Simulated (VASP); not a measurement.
OSZICAR of a VASP run on NaCl (rock salt):

File OSZICAR:
```
       N       E                     dE             d eps       ncg     rms          rms(c)
DAV:   1     0.101487139174E+03    0.10149E+03   -0.73205E+03   440   0.128E+03
DAV:   2     0.580845537654E+01   -0.95679E+02   -0.89760E+02   490   0.285E+02
DAV:   3    -0.312334948341E+01   -0.89318E+01   -0.88746E+01   542   0.858E+01
DAV:   4    -0.331730732866E+01   -0.19396E+00   -0.19379E+00   494   0.138E+01
DAV:   5    -0.332171172592E+01   -0.44044E-02   -0.44040E-02   608   0.209E+00    0.207E+00
DAV:   6    -0.310831139349E+01    0.21340E+00   -0.44659E-01   500   0.419E+00    0.142E+00
DAV:   7    -0.309432039459E+01    0.13991E-01   -0.90423E-02   509   0.202E+00    0.101E+00
DAV:   8    -0.309789498552E+01   -0.35746E-02   -0.72403E-03   455   0.109E+00    0.239E-01
DAV:   9    -0.309781615950E+01    0.78826E-04   -0.26116E-04   542   0.158E-01    0.102E-01
DAV:  10    -0.309789033679E+01   -0.74177E-04   -0.14958E-04   464   0.129E-01    0.190E-02
DAV:  11    -0.309788789782E+01    0.24390E-05   -0.11174E-05   521   0.398E-02    0.376E-03
DAV:  12    -0.309788825592E+01   -0.35809E-06   -0.59113E-07   435   0.104E-02
   1 F= -.30978883E+01 E0= -.30978883E+01  d E =-.309789E+01
       N       E                     dE             d eps       ncg     rms          rms(c)
DAV:   1    -0.310954488930E+01   -0.11657E-01   -0.23362E-01   494   0.741E+00    0.673E-01
DAV:   2    -0.310074414912E+01    0.88007E-02   -0.15029E-02   494   0.132E+00    0.268E-01
DAV:   3    -0.309925683843E+01    0.14873E-02   -0.33668E-03   500   0.677E-01    0.128E-01
DAV:   4    -0.309909031545E+01    0.16652E-03   -0.95599E-05   596   0.130E-01    0.111E-02
DAV:   5    -0.309908695938E+01    0.33561E-05   -0.10289E-05   491   0.318E-02    0.648E-03
DAV:   6    -0.309908683229E+01    0.12709E-06   -0.56022E-07   238   0.128E-02
   2 F= -.30990868E+01 E0= -.30990868E+01  d E =-.119858E-02
       N       E                     dE             d eps       ncg     rms          rms(c)
DAV:   1    -0.310318848596E+01   -0.41015E-02   -0.85627E-02   494   0.451E+00    0.405E-01
DAV:   2    -0.309998491359E+01    0.32036E-02   -0.54619E-03   494   0.802E-01    0.162E-01
DAV:   3    -0.309943950809E+01    0.54541E-03   -0.12386E-03   500   0.412E-01    0.767E-02
DAV:   4    -0.309937999705E+01    0.59511E-04   -0.35279E-05   601   0.785E-02    0.674E-03
DAV:   5    -0.309937867489E+01    0.13222E-05   -0.37916E-06   458   0.189E-02    0.396E-03
DAV:   6    -0.309937864157E+01    0.33320E-07   -0.20675E-07   220   0.774E-03
   3 F= -.30993786E+01 E0= -.30993786E+01  d E =-.149039E-02
```

### Question
Which electronic solver shows in the log?

### Answer
It is blocked Davidson (ALGO = Normal, or the opening steps of other solvers). The INCAR had ALGO = Normal.

### Question
Can the final energy be trusted as converged?

### Answer
The calculation finished and met its thresholds. It stopped with EDIFF = 1E-6, NELM = 100, NSW = 60 and EDIFFG = -0.01 after 3 ionic steps (optB88-vdW, plane waves, VASP's PBE PAW potentials (set 64)).

The compound is NaCl in the rock salt structure. This run relaxes it. Symmetry was kept, so distortions that lower it aren't found.
